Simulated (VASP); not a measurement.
Method: AM05 GGA, VASP's PBE PAW potentials (set 64) (plane waves; VASP).

Input for VASP

KPOINTS:
```
Automatic mesh
0
Gamma
8 8 8
0 0 0
```

POSCAR:
```
PbSe
1
    0.0000000000     3.0902990002     3.0902990002
    3.0902990002     0.0000000000     3.0902990002
    3.0902990002     3.0902990002     0.0000000000
Pb Se
1 1
Direct
  0.0000000000   0.0000000000   0.0000000000
  0.5000000000   0.5000000000   0.5000000000
```

### INCAR
```
ALGO=Normal
EDIFF=1E-7
ENCUT=520
GGA=AM
ISIF=2
ISMEAR=0
LASPH=.TRUE.
LCHARG=.FALSE.
LMAXMIX=4
LREAL=.FALSE.
LWAVE=.FALSE.
NELM=100
PREC=Accurate
SIGMA=0.05
SYSTEM=PbSe
```

POTCAR, in this order: Pb_d Se (PBE.64 set). Program: vasp_std.

Unless said otherwise, spin-orbit coupling is left out, though it shifts the bands of the heavy elements here.

Task: Predict the energy per atom (σ→0), pressure, band gap (on the k-mesh).

Result: 
| Property | Value |
|---|---|
| energy per atom (σ→0) | -4.171 eV/atom |
| band gap (on the k-mesh) | 0.36 eV |
| pressure | -1.34 GPa |

OSZICAR:
```
...
DAV:   8    -0.834190506031E+01   -0.31055E-02   -0.13443E-02   884   0.150E+00    0.143E-01
DAV:   9    -0.834155537539E+01    0.34968E-03   -0.25673E-03  1240   0.571E-01    0.524E-02
DAV:  10    -0.834165675856E+01   -0.10138E-03   -0.24261E-04   854   0.111E-01    0.196E-02
DAV:  11    -0.834166994443E+01   -0.13186E-04   -0.81775E-05   924   0.982E-02    0.582E-03
DAV:  12    -0.834167094646E+01   -0.10020E-05   -0.49400E-06   998   0.191E-02    0.261E-03
DAV:  13    -0.834167131234E+01   -0.36588E-06   -0.90911E-07   866   0.778E-03    0.143E-03
DAV:  14    -0.834167138552E+01   -0.73177E-07   -0.56564E-08   802   0.212E-03
   1 F= -.83416714E+01 E0= -.83416714E+01  d E =-.763997E-09
```

The compound is PbSe in the rock salt structure. This cell is one point of a volume scan, at 1.03 of the reference volume.
